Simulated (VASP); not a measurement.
Level of theory: r2SCAN meta-GGA, VASP's PBE PAW potentials (set 64) (plane waves; VASP).

VASP input:

### KPOINTS
```
Automatic mesh
0
Gamma
10 10 10
0 0 0
```

### INCAR
```
ALGO  =  Normal
EDIFF  =  1E-6
EDIFFG  =  -0.01
ENCUT  =  400
IBRION  =  2
ISIF  =  3
ISMEAR  =  1
ISPIN  =  2
LASPH  =  .True.
LCHARG  =  .False.
LMAXMIX  =  4
LMIXTAU  =  .True.
LORBIT  =  10
LREAL  =  .False.
LWAVE  =  .False.
MAGMOM  =  4.0 0.0
METAGGA  =  R2SCAN
NELM  =  100
NSW  =  60
PREC  =  Accurate
SIGMA  =  0.1
SYSTEM  =  MnS
```

### POSCAR
```
MnS
1
    3.1720000000     0.0000000000     0.0000000000
    0.0000000000     3.1720000000     0.0000000000
    0.0000000000     0.0000000000     3.1720000000
Mn S
1 1
Direct
  0.0000000000   0.0000000000   0.0000000000
  0.5000000000   0.5000000000   0.5000000000
```

POTCAR, in this order: Mn_pv S (PBE.64 set). Program: vasp_std.

Energy and stress use the plane-wave basis of the starting cell. The moments were started parallel, and other spin orders were not tried in this run.

**Question.** Predict the energy per atom (σ→0), cell moment, volume per atom, band gap (on the k-mesh).

**Answer.** 
```json
{
  "energy per atom (σ→0)": "-1142.4 kJ/mol of atoms",
  "cell_moment": "4.91 μB",
  "band gap (on the k-mesh)": "none (metal, semimetal or under 0.01 eV)",
  "volume_per_atom": "16.74 Å³/atom"
}
```

### OSZICAR
```
...
DAV:   2    -0.236792396811E+02    0.22334E-01   -0.64596E-02  3360   0.438E+00    0.131E+00
DAV:   3    -0.236802197320E+02   -0.98005E-03   -0.41609E-03  3416   0.648E-01    0.331E-01
DAV:   4    -0.236797048051E+02    0.51493E-03   -0.10403E-03  3981   0.251E-01    0.177E-01
DAV:   5    -0.236796036261E+02    0.10118E-03   -0.25268E-04  3633   0.176E-01    0.110E-01
DAV:   6    -0.236795521022E+02    0.51524E-04   -0.41602E-05  4164   0.954E-02    0.304E-02
DAV:   7    -0.236795519657E+02    0.13659E-06   -0.28965E-05  3745   0.776E-02    0.111E-02
DAV:   8    -0.236795521515E+02   -0.18579E-06   -0.15669E-06  3022   0.102E-02
   3 F= -.23679552E+02 E0= -.23679497E+02  d E =-.191075E-01  mag=     4.9061
```

The structure was generated: MnS was put into the CsCl type type (Pm-3m), which need not be its known phase. This run relaxes it. Symmetry was kept, so distortions that lower it aren't found.
